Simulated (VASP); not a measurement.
Output of a VASP run:

File OUTCAR:
```
 ion  position               nearest neighbor table
   1  0.000  0.000  0.000-   2 2.65   2 2.65   2 2.65   2 2.65
   2  0.250  0.250  0.250-   1 2.65   1 2.65   1 2.65   1 2.65
  LATTYP: Found a face centered cubic cell.
 ALAT       =     6.1168085462
 Subroutine PRICEL returns:
 Original cell was already a primitive cell.
 Subroutine GETGRP returns: Found 24 space group operations
The static configuration has the point symmetry T_d .
The dynamic configuration has the point symmetry T_d .
 Subroutine INISYM returns: Found 24 space group operations
 Subroutine IBZKPT returns following result:
 Found     29 irreducible k-points:

 Following reciprocal coordinates:
            Coordinates               Weight
  0.000000  0.000000  0.000000      1.000000
  0.125000  0.000000  0.000000      8.000000
  0.250000  0.000000  0.000000      8.000000
  0.375000  0.000000  0.000000      8.000000
  0.500000  0.000000  0.000000      4.000000
  0.125000  0.125000  0.000000      6.000000
  0.250000  0.125000  0.000000     24.000000
  0.375000  0.125000  0.000000     24.000000
  0.500000  0.125000  0.000000     24.000000
 -0.375000  0.125000  0.000000     24.000000
 -0.250000  0.125000  0.000000     24.000000
 -0.125000  0.125000  0.000000     12.000000
  0.250000  0.250000  0.000000      6.000000
  0.375000  0.250000  0.000000     24.000000
  0.500000  0.250000  0.000000     24.000000
 -0.375000  0.250000  0.000000     24.000000
 -0.250000  0.250000  0.000000     12.000000
  0.375000  0.375000  0.000000      6.000000
  0.500000  0.375000  0.000000     24.000000
 -0.375000  0.375000  0.000000     12.000000
  0.500000  0.500000  0.000000      3.000000
  0.375000  0.250000  0.125000     24.000000
  0.500000  0.250000  0.125000     48.000000
 -0.375000  0.250000  0.125000     24.000000
  0.500000  0.375000  0.125000     24.000000
 -0.375000  0.375000  0.125000     48.000000
 -0.250000  0.375000  0.125000     24.000000
 -0.375000  0.500000  0.125000     12.000000
 -0.250000  0.500000  0.250000      6.000000
   k-points           NKPTS =     29   k-points in BZ     NKDIM =     29   number of bands    NBANDS=     13
   number of dos      NEDOS =    601   number of ions     NIONS =      2
   total plane-waves  NPLWV =  32768
   dimension x,y,z NGX =    32 NGY =   32 NGZ =   32
   dimension x,y,z NGXF=    64 NGYF=   64 NGZF=   64
   ions per type =               1   1
   PREC   = accura    normal or accurate (medium, high low for compatibility)
   ISTART =      0    job   : 0-new  1-cont  2-samecut
   ICHARG =      2    charge: 1-file 2-atom 10-const
   ISPIN  =      1    spin polarized calculation?
   LNONCOLLINEAR =      F non collinear calculations
   LSORBIT =      F    spin-orbit coupling
   INIWAV =      1    electr: 0-lowe 1-rand  2-diag
   ENCUT  =  520.0 eV  38.22 Ry    6.18 a.u.   8.04  8.04  8.04*2*pi/ulx,y,z
   NELM   =    100;   NELMIN=  2; NELMDL= -5     # of ELM steps
   EDIFF  = 0.1E-06   stopping-criterion for ELM
   LREAL  =      F    real-space projection
   NLSPLINE    = F    spline interpolate recip. space projectors
   LMAXMIX     =    4 max onsite mixed and CHGCAR
   VOSKOWN=      0    Vosko Wilk Nusair interpolation
   EDIFFG = 0.1E-05   stopping-criterion for IOM
   NSW    =      0    number of steps for IOM
   NBLOCK =      1;   KBLOCK =      1    inner block; outer block
   IBRION =     -1    ionic relax: 0-MD 1-quasi-New 2-CG
   NFREE  =      0    steps in history (QN), initial steepest desc. (CG)
   ISIF   =      2    stress and relaxation
   ISYM   =      2    0-nonsym 1-usesym 2-fastsym
   TEIN   =    0.0    initial temperature
   TEBEG  =    0.0;   TEEND  =   0.0 temperature during run
   SMASS  =  -3.00    Nose mass-parameter (am)
   PSTRESS=    0.0 pullay stress
   NELECT =      18.0000    total number of electrons
   EFERMI =   0.00;   METHOD = LEGACY
   ISMEAR =    -5;   SIGMA  =   0.20  broadening in eV -4-tet -1-fermi 0-gaus
   IALGO  =     38    algorithm
...
```

OSZICAR:
```
       N       E                     dE             d eps       ncg     rms          rms(c)
DAV:   1     0.111191412607E+03    0.11119E+03   -0.90373E+03   770   0.124E+03
DAV:   2    -0.124251502917E+01   -0.11243E+03   -0.10847E+03   879   0.291E+02
DAV:   3    -0.605574820271E+01   -0.48132E+01   -0.48012E+01   874   0.635E+01
DAV:   4    -0.608164640271E+01   -0.25898E-01   -0.25896E-01   864   0.465E+00
DAV:   5    -0.608180578412E+01   -0.15938E-03   -0.15938E-03   844   0.328E-01    0.608E+00
DAV:   6    -0.571990758604E+01    0.36190E+00   -0.70561E-01  1018   0.115E+01    0.479E+00
DAV:   7    -0.569833298788E+01    0.21575E-01   -0.15755E-01   819   0.306E+00    0.214E+00
DAV:   8    -0.569863140296E+01   -0.29842E-03   -0.15491E-02   809   0.184E+00    0.232E-01
DAV:   9    -0.569878913471E+01   -0.15773E-03   -0.22138E-03   854   0.710E-01    0.514E-02
DAV:  10    -0.569888164069E+01   -0.92506E-04   -0.25907E-04   794   0.232E-01    0.436E-02
DAV:  11    -0.569895213101E+01   -0.70490E-04   -0.13502E-04   774   0.865E-02    0.160E-02
DAV:  12    -0.569895093828E+01    0.11927E-05   -0.69341E-06   889   0.395E-02    0.578E-03
DAV:  13    -0.569895247590E+01   -0.15376E-05   -0.41747E-06   774   0.144E-02    0.336E-03
DAV:  14    -0.569895246797E+01    0.79212E-08   -0.90916E-08   640   0.235E-03
   1 F= -.56989525E+01 E0= -.56989525E+01  d E =0.000000E+00
```

### OUTCAR
```
------------------------ aborting loop because EDIFF is reached ----------------------------------------
  FORCE on cell =-STRESS in cart. coord.  units (eV):
  Direction    XX          YY          ZZ          XY          YZ          ZX
  --------------------------------------------------------------------------------------
  Total       -0.0000802     -0.0000802     -0.0000802      0.0000000      0.0000000      0.0000000
  in kB       -0.0022471     -0.0022471     -0.0022471      0.0000000      0.0000000      0.0000000
  external PRESSURE =      -0.0022471 kB  Pullay stress =       0.0000000 kB
  volume of cell :       57.22
      direct lattice vectors                 reciprocal lattice vectors
     0.000000000  3.058404273  3.058404273    -0.163483946  0.163483946  0.163483946
     3.058404273  0.000000000  3.058404273     0.163483946 -0.163483946  0.163483946
     3.058404273  3.058404273  0.000000000     0.163483946  0.163483946 -0.163483946
  FREE ENERGIE OF THE ION-ELECTRON SYSTEM (eV)
  ---------------------------------------------------
  free  energy   TOTEN  =        -5.6989524680 eV

  energy  without entropy=       -5.6989524680  energy(sigma->0) =       -5.69895247

 total charge

# of ion       s       p       d       tot
------------------------------------------
    1        0.447   0.308   9.554  10.310
    2        1.443   2.380   0.021   3.844
--------------------------------------------------
tot          1.890   2.688   9.576  14.154
```
(Selected blocks of OUTCAR.)

File POSCAR:
```
CdSe
1
    0.0000000000     3.0584042731     3.0584042731
    3.0584042731     0.0000000000     3.0584042731
    3.0584042731     3.0584042731     0.0000000000
Cd Se
1 1
Direct
  0.0000000000   0.0000000000   0.0000000000
  0.2500000000   0.2500000000   0.2500000000
```

Task: Reconstruct the remaining input files.

Result: Several could match; the one computed here: the input of the run itself, AM05 GGA, plane waves, VASP's PBE PAW potentials (set 64).

File KPOINTS:
```
Automatic mesh
0
Gamma
8 8 8
0 0 0
```

### INCAR
```
SYSTEM  =  CdSe
PREC  =  Accurate; ENCUT  =  520; LREAL  =  .FALSE.
LASPH  =  .TRUE.
EDIFF  =  1E-7; NELM  =  100; ALGO  =  Normal
LMAXMIX  =  4
ISMEAR  =  -5
GGA  =  AM
ISIF  =  2
LWAVE  =  .FALSE.; LCHARG  =  .TRUE.; LORBIT  =  11
NEDOS  =  601
```

POTCAR, in this order: Cd Se (PBE.64 set). Program: vasp_std.

The compound is CdSe in the zinc blende structure, whereas wurtzite is the usual form. It was relaxed first.
